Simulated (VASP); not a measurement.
Input:

```xyz
6
Lattice="0.0000 4.7824 4.7824 4.7824 0.0000 4.7824 4.7824 4.7824 0.0000" Properties=species:S:1:pos:R:3 pbc="T T T"
Y      1.1956     1.1956     1.1956
Y      1.1956     3.5868     3.5868
Y      3.5868     1.1956     3.5868
Y      3.5868     3.5868     1.1956
Au     7.1736     7.1736     7.1736
Au     4.7824     4.7824     4.7824
```

Computed with PBE GGA, VASP's PBE PAW potentials (set 64) (plane waves; VASP). Numerical set-up: 300 eV cut-off, 3×3×3 Γ-centred mesh, Gaussian smearing of 0.10 eV, potentials Y_sv Au.

At this cut-off the stress carries a Pulay error, which pulls relaxed volumes low.

Question: Give the stress tensor in GPa (positive for a compressed cell).

Answer: 
```
-6.66   0.00   0.00
 0.00  -6.66   0.00
 0.00   0.00  -6.66
```
The pressure is its mean diagonal, -6.66 GPa.

The structure was generated: Y2Au was put into an ordered model structure, which need not be its known phase. The cell was not relaxed at this level. The k-mesh is coarse (spacing up to 0.38 per Å, 2π included), so the numbers may not be converged in it.
